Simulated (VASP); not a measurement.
Consider the following.

```
CELL_PARAMETERS angstrom
      3.45448     0.00000     0.00000
      0.00000     3.45448     0.00000
      0.00000     0.00000     3.45448
ATOMIC_POSITIONS crystal
  Si 0.00000 0.00000 0.00000
  Ni 0.00000 0.50000 0.50000
  Ni 0.50000 0.00000 0.50000
  Ni 0.50000 0.50000 0.00000
```

Calculation: revPBE GGA, VASP's PBE PAW potentials (set 64) (plane waves; VASP). Numerical set-up: 520 eV cut-off, 9×9×9 Γ-centred mesh, first-order Methfessel-Paxton smearing of 0.10 eV, potentials Si Ni.

**Question.** Predict the energy per atom (σ→0), pressure, band gap (on the k-mesh) with the smallest direct gap where there is one.

**Answer.** 
band gap (on the k-mesh): none (metal, semimetal or under 0.01 eV)
energy per atom (σ→0): -5.514 eV/atom
pressure: 14.23 GPa

Only differences to runs with the same potentials and settings are physical.

The compound is Ni3Si in the L1_2 structure. This cell is one point of a volume scan, at 0.94 of the reference volume. The run is not spin-polarised, so no magnetic state was tried.
